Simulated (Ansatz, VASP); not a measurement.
# Na3MoClO4: VASP beside Ansatz

The input INCAR:

```
ALGO = Fast
EDIFF = 1E-8
ENCUT = 520
GGA = PE
ISIF = 2
ISMEAR = -1
LASPH = T
LCHARG = F
LEFG = T
LREAL = Auto
LWAVE = F
NBANDS = 81
NELM = 100
PREC = Accurate
SIGMA = 0.02
```

The input KPOINTS:

```
k-points
0
Gamma
  3 3 5
```

The input POSCAR:

```
Na3MoClO4
1.0
    7.4942000000      0.0000000000      0.0000000000
    0.0000000000      7.4942000000      0.0000000000
    0.0000000000      0.0000000000      5.3409000000
Na Mo Cl O
6 2 2 8
Direct
    0.7500000000      0.7500000000      0.0000000000
    0.7500000000      0.2500000000      0.0000000000
    0.2500000000      0.2500000000      0.0000000000
    0.2500000000      0.7500000000      0.0000000000
    0.5000000000      0.0000000000      0.6358000000
    0.0000000000      0.5000000000      0.3642000000
    0.0000000000      0.0000000000      0.5000000000
    0.5000000000      0.5000000000      0.5000000000
    0.5000000000      0.0000000000      0.1521500000
    0.0000000000      0.5000000000      0.8478500000
    0.8116300000      0.0000000000      0.6975000000
    0.5000000000      0.3116300000      0.6975000000
    0.1883700000      0.0000000000      0.6975000000
    0.5000000000      0.6883700000      0.6975000000
    0.3116300000      0.5000000000      0.3025000000
    0.0000000000      0.1883700000      0.3025000000
    0.6883700000      0.5000000000      0.3025000000
    0.0000000000      0.8116300000      0.3025000000
```

Input for Ansatz:

```yaml
crystal:
  lattice:
    - [7.4942, 0.0, 0.0]
    - [0.0, 7.4942, 0.0]
    - [0.0, 0.0, 5.3409]
  atoms:
    - { symbol: Na, position: [0.75, 0.75, 0.0] }
    - { symbol: Na, position: [0.75, 0.25, 0.0] }
    - { symbol: Na, position: [0.25, 0.25, 0.0] }
    - { symbol: Na, position: [0.25, 0.75, 0.0] }
    - { symbol: Na, position: [0.5, 0.0, 0.6358] }
    - { symbol: Na, position: [0.0, 0.5, 0.3642] }
    - { symbol: Mo, position: [0.0, 0.0, 0.5] }
    - { symbol: Mo, position: [0.5, 0.5, 0.5] }
    - { symbol: Cl, position: [0.5, 0.0, 0.15215] }
    - { symbol: Cl, position: [0.0, 0.5, 0.84785] }
    - { symbol: O, position: [0.81163, 0.0, 0.6975] }
    - { symbol: O, position: [0.5, 0.31163, 0.6975] }
    - { symbol: O, position: [0.18837, 0.0, 0.6975] }
    - { symbol: O, position: [0.5, 0.68837, 0.6975] }
    - { symbol: O, position: [0.31163, 0.5, 0.3025] }
    - { symbol: O, position: [0.0, 0.18837, 0.3025] }
    - { symbol: O, position: [0.68837, 0.5, 0.3025] }
    - { symbol: O, position: [0.0, 0.81163, 0.3025] }
kpoints:
  mp_grid: { grid: [3, 3, 5] }
scf:
  occupations: { method: fermi_dirac, width: 0.02 }
hamiltonian:
  xc: pbe
  pseudopotentials: { kind: paw }
output:
  forces: true
  stress: true
  populations: true
  efg:
    quadrupole_moments_barn: { Na: 0.104, Mo: -0.022, Cl: -0.08112, O: -0.02558 }
    contact_densities: true
```

Alike in both runs: task electric field gradients; functional PBE; k mesh 3 × 3 × 5; occupations fermi-dirac, width 0.02 eV; no spin polarisation.

```csv
,VASP,Ansatz
version,VASP 6.6.1,Ansatz 0.2.0
potentials or method,"VASP PAW PBE potentials, release 64 (Na_pv, Mo_sv, Cl, O)","plane-wave PAW, scalar-relativistic"
plane-wave cutoff (eV),520,420
valence electrons in the cell,132,144
```

|  | VASP | Ansatz | Ansatz less VASP |
| --- | --- | --- | --- |
| gap on the k mesh at the Fermi level (eV) | 4.52 | 4.52 | +0.002 |
| pressure (GPa) | 3.4 | 3.2 | -0.14 |
| largest component of the traceless stress (GPa) | 0.17 | 0.14 | -0.026 |
| rms of the force components (eV/Å) | 0.359 | 0.327 | -0.0315 |
| Vzz of the field gradient on the site that differs most (V/Å²) | -40.2 | -38.6 | +1.53 |

Atom by atom the forces differ by 0.032 eV/Å (rms over components). The two sets of potentials don't hold the same shells in valence. Ansatz warned: «gradients_without_spin_orbit».

Caveats: an odd mesh through Γ misses points on the zone boundary, where band edges often lie.
